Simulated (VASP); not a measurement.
Given:

```yaml
crystal:
  lattice:
    - [0.00000, 2.62469, 2.62469]
    - [2.62469, 0.00000, 2.62469]
    - [2.62469, 2.62469, 0.00000]
  atoms:
    - { symbol: Mg, position: [0.00000, 0.00000, 0.00000] }
    - { symbol: S, position: [0.50000, 0.50000, 0.50000] }
```

All values below come from PBE GGA, VASP's PBE PAW potentials (set 64) (plane waves; VASP 6.6.1). Numerical set-up: 480 eV cut-off, 8×8×8 Γ-centred mesh, Gaussian smearing of 0.050 eV, potentials Mg S.

Task: Predict the energy per atom (σ→0), pressure.

Result: 
```
Property                        Value
---------------------  --------------
energy per atom (σ→0)  -4.251 eV/atom
pressure                    -1.11 GPa
```

Only differences to runs with the same potentials and settings are physical.

The compound is MgS in the rock salt structure. This cell was strained or had an atom moved on purpose.
